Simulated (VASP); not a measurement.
Data:

```
CELL_PARAMETERS angstrom
      0.00000     3.58751     3.58751
      3.58751     0.00000     3.58751
      3.58751     3.58751     0.00000
ATOMIC_POSITIONS crystal
  K  0.00000 0.00000 0.00000
  I  0.50000 0.50000 0.50000
```

These are PBE GGA, VASP's PBE PAW potentials (set 64) (plane waves; VASP) values and carry that method's errors. Numerical set-up: 350 eV cut-off, 6×6×6 Γ-centred mesh, Gaussian smearing of 0.050 eV, potentials K_sv I.

Unless said otherwise, spin-orbit coupling is left out, though it shifts the bands of the heavy elements here.

**Question.** Estimate the energy per atom (σ→0), band gap (on the k-mesh) with the smallest direct gap where there is one.

**Answer.** 
```json
{
  "band gap (on the k-mesh)": "3.86 eV",
  "smallest direct gap (on the k-mesh)": "3.86 eV",
  "energy per atom (σ→0)": "-2782 meV/atom"
}
```

Total energies compare only between runs with the same potentials, cut-off and functional.

The compound is KI in the rock salt structure. It was relaxed first. The start is the result of an earlier pass.
